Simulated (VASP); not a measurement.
```xyz
2
Lattice="1.3501 0.7795 4.2384 -1.3501 0.7795 4.2384 0.0000 -1.5589 4.2384" Properties=species:S:1:pos:R:3 pbc="T T T"
Cu     0.0000     0.0000     0.0000
Pt     0.0000     0.0000     6.3577
```

These are PBEsol GGA, VASP's PBE PAW potentials (set 64) (plane waves; VASP 6.6.1) values and carry that method's errors. Settings: 400 eV cut-off, 18×18×18 Γ-centred mesh, tetrahedra with Blöchl corrections, potentials Cu Pt.

Unless said otherwise, spin-orbit coupling is left out, though it shifts the bands of the heavy elements here.

Q: What does the run give for the energy per atom (σ→0), band gap (on the k-mesh) with the smallest direct gap where there is one?

A: 
```yaml
band gap (on the k-mesh): none (metal, semimetal or under 0.01 eV)
energy per atom (σ→0): -5794 meV/atom
```

The structure was generated: CuPt was put into the CuPt type (R-3m), which need not be its known phase. It was relaxed first. The electron count is odd and the run is not spin-polarised, which forces a metal.
